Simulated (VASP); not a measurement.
Crystal: TiB2.

```
CELL_PARAMETERS angstrom
3.01877 0.00000 0.00000
-1.50938 2.61433 0.00000
0.00000 0.00000 3.18574
ATOMIC_POSITIONS crystal
Ti 0.00000 0.00000 0.00000
B 0.33333 0.66667 0.50000
B 0.66667 0.33333 0.50000
```

Base run:

- Program: VASP 6.6.1
- Functional: r2SCAN
- Potentials or basis: VASP PAW PBE potentials, release 64 (Ti_sv, B)
- Cutoff: 520 eV
- k mesh: 15 × 15 × 11
- Occupations: methfessel-paxton, width 0.1 eV
- Spin: no spin polarisation

Its results: pressure 4.7 GPa.

Problem. The run is repeated on the same cell with these changes: functional from r2SCAN to PBE. What comes out?

Solution. Pressure 5.4 GPa.

Caveats: the PAW data sets were made with another functional, which shifts forces and pressure a little (some runs).
